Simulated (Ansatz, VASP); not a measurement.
**Two plane-wave programs on CoC**

```
Co C
1.0
     0.00000    2.13241    2.13241
     2.13241    0.00000    2.13241
     2.13241    2.13241    0.00000
Co C
1 1
Direct
  0.00000 0.00000 0.00000
  0.25000 0.25000 0.25000
```

Alike in both runs: functional PBE; k mesh 8 × 8 × 8; occupations gaussian, width 0.1 eV; no spin polarisation.

Ansatz relaxed the structure, and its values are those at the end. VASP's run is a single point on that final structure, the one shown.

|  | VASP | Ansatz |
| --- | --- | --- |
| version | VASP 6.6.1 | Ansatz 0.2.0 |
| potentials or method | VASP PAW PBE potentials, release 64 (Co, C) | scalar-relativistic, plane waves, PAW |
| plane-wave cutoff (eV) | 520 | 420 |
| valence electrons in the cell | 13 | 21 |

```tsv
	VASP	Ansatz	Ansatz less VASP
gap on the k mesh at the Fermi level (eV)	none	none	-
pressure (GPa)	0.3	-0.2	-0.47
```

A gap of «none» marks a metal or a gap that the smearing closes. The two sets of potentials don't hold the same shells in valence.

Spin polarisation is off, so any magnetic state and its effect on volume and gap are missing.
